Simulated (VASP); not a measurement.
Here is the system:

```
CELL_PARAMETERS angstrom
      1.55002    -2.68471     0.00000
      1.55002     2.68471     0.00000
      0.00000     0.00000    11.60083
ATOMIC_POSITIONS crystal
  Mo 0.33333 0.66667 0.25000
  Mo 0.66667 0.33333 0.75000
  Se 0.33333 0.66667 0.89457
  Se 0.66667 0.33333 0.39457
  Se 0.66667 0.33333 0.10543
  Se 0.33333 0.66667 0.60543
```

The numbers are results of LDA (Ceperley-Alder, Perdew-Zunger), VASP's LDA PAW potentials (set 64) (plane waves; VASP), not measurements. Run with 500 eV cut-off, 8×8×2 Γ-centred mesh, Gaussian smearing of 0.050 eV, potentials Mo_sv Se.

Task: Estimate the energy per atom (σ→0), pressure.

Result: 
```json
{
 "energy per atom (σ→0)": "-7.384 eV/atom",
 "pressure": "20.00 GPa"
}
```

The absolute energy has meaning only against runs of the same code, potentials and settings.

The compound is MoSe2 in the 2H layered structure. It was relaxed first under an external pressure of 20 GPa.
